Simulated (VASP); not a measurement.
Data:

```
Na2S
1.0
    0.00000     3.21069     3.21069
    3.21069     0.00000     3.21069
    3.21069     3.21069     0.00000
Na S
2 1
Direct
  0.25000   0.25000   0.25000
  0.75000   0.75000   0.75000
  0.00000   0.00000   0.00000
```

Calculation: SCAN meta-GGA, VASP's PBE PAW potentials (set 64) (plane waves; VASP). Numerical set-up: 520 eV cut-off, 6×6×6 Γ-centred mesh, Gaussian smearing of 0.050 eV, potentials Na_pv S.

**Question.** What does the run give for the energy per atom (σ→0), band gap (on the k-mesh) with the smallest direct gap where there is one?

**Answer.** 
```yaml
band gap (on the k-mesh): 3.22 eV
smallest direct gap (on the k-mesh): 3.22 eV
energy per atom (σ→0): -703.8 kJ/mol-atom
```

The absolute energy has meaning only against runs of the same code, potentials and settings.

The compound is Na2S in the antifluorite structure. This cell is one point of a volume scan, at 0.97 of the reference volume.
